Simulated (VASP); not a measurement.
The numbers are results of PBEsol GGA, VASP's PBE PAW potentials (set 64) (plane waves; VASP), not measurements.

VASP input:

### KPOINTS
```
Regular mesh
0
G
7 7 4
0 0 0
```

POSCAR:
```
SnSe2
1
    1.9116423427    -3.3110618772    -0.0000000000
    1.9116423427     3.3110618772     0.0000000000
    0.0000000000     0.0000000000     6.1608622018
Sn Se
1 2
Direct
  0.0000000000   0.0000000000   0.0000000000
  0.3333330000   0.6666670000   0.2575369534
  0.6666670000   0.3333330000   0.7424630466
```

### INCAR
```
ALGO = Normal
EDIFF = 1E-6
EDIFFG = -0.02
ENCUT = 500
GGA = PS
IBRION = 2
ISIF = 3
ISMEAR = 0
LASPH = .TRUE.
LCHARG = .FALSE.
LMAXMIX = 4
LREAL = .FALSE.
LWAVE = .FALSE.
NELM = 100
NSW = 40
PREC = Accurate
PSTRESS = 50
SIGMA = 0.05
SYSTEM = SnSe2
```

POTCAR, in this order: Sn_d Se (PBE.64 set). Program: vasp_std.

What will the output report for the number of irreducible k-points (NKPTS), largest plane-wave count, number of space-group operations, FFT grid (NGX, NGY, NGZ)?

The number of irreducible k-points (NKPTS) is 28. The largest plane-wave count comes out as 1996, the number of space-group operations is 12 and the FFT grid (NGX, NGY, NGZ) comes out as 28 × 28 × 48.

The compound is SnSe2 in the 1T layered structure. This run relaxes it under an external pressure of 5 GPa. Symmetry was kept, so distortions that lower it aren't found.
